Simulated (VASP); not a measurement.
Data:

```
Mg
1.0
    1.46990    -2.54594     0.00000
    1.46990     2.54594     0.00000
    0.00000     0.00000     4.70126
Mg
2
Cartesian
  1.46990   0.84865   1.17532
  1.46990  -0.84865   3.52595
```

Method: PBEsol GGA, VASP's PBE PAW potentials (set 64) (plane waves; VASP). Settings: 480 eV cut-off, 12×12×8 Γ-centred mesh, first-order Methfessel-Paxton smearing of 0.10 eV, potentials Mg.

Question: Estimate the energy per atom (σ→0), pressure, band gap (on the k-mesh) with the smallest direct gap where there is one.

Answer: 
```
Item                                                         Value
------------------------  ----------------------------------------
band gap (on the k-mesh)  none (metal, semimetal or under 0.01 eV)
energy per atom (σ→0)                               -1.536 eV/atom
pressure                                                 15.00 GPa
```

Total energies compare only between runs with the same potentials, cut-off and functional.

The compound is Mg in the hcp structure. It was relaxed first under an external pressure of 15 GPa.
